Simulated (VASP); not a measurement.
An input for Ansatz (written as the equivalent of a VASP run, and not itself run):

Ansatz 0.2 input:
```yaml
crystal:
  lattice:
    - [4.7701778, 0.0000000, 0.0000000]
    - [0.0000000, 4.7701778, 0.0000000]
    - [0.0000000, 0.0000000, 3.2197954]
  atoms:
    - { symbol: Sn, position: [0.0000000, 0.0000000, 0.0000000] }
    - { symbol: Sn, position: [0.5000000, 0.5000000, 0.5000000] }
    - { symbol: O, position: [0.3063834, 0.3063834, 0.0000000] }
    - { symbol: O, position: [0.8063834, 0.1936166, 0.5000000] }
    - { symbol: O, position: [0.1936166, 0.8063834, 0.5000000] }
    - { symbol: O, position: [0.6936166, 0.6936166, 0.0000000] }
kpoints:
  mp_grid: { grid: [5, 5, 8] }
hamiltonian:
  xc: pbesol
  pseudopotentials: { kind: paw }
scf:
  occupations: { method: tetrahedron }
  max_iter: 100
output: { forces: true, stress: true, eigenvalues: true }
```

Problem. Write the VASP files for the same calculation (PBEsol).

Solution. One answer among several that fit: 
### POSCAR
```
SnO2
1
    4.7701778429     0.0000000000     0.0000000000
    0.0000000000     4.7701778429     0.0000000000
    0.0000000000     0.0000000000     3.2197953572
Sn O
2 4
Direct
  0.0000000000   0.0000000000   0.0000000000
  0.5000000000   0.5000000000   0.5000000000
  0.3063833544   0.3063833544   0.0000000000
  0.8063833544   0.1936166456   0.5000000000
  0.1936166456   0.8063833544   0.5000000000
  0.6936166456   0.6936166456   0.0000000000
```

### INCAR
```
SYSTEM = SnO2
PREC = Accurate
ENCUT = 520
EDIFF = 1E-7
NELM = 100
ALGO = Normal
LREAL = .FALSE.
LASPH = .TRUE.
ISMEAR = -5
GGA = PS
LMAXMIX = 4
LWAVE = .FALSE.
LCHARG = .TRUE.
LORBIT = 11
NEDOS = 601
ISIF = 2
LEFG = .TRUE.
```

File KPOINTS:
```
Automatic mesh
0
Gamma
5 5 8
0 0 0
```

POTCAR, in this order: Sn_d O (PBE.64 set). Program: vasp_std.

What does not carry over: each code has its own PAW files, so the cut-off isn't converted (ENCUT is set for VASP's; basis.ecutwfc is left out, and Ansatz then takes the one that its files recommend); Ansatz stops its SCF on the density residual and VASP on the energy change (EDIFF); the field gradients of LEFG aren't asked of the other code.

The compound is SnO2 in the rutile structure. It was relaxed first.
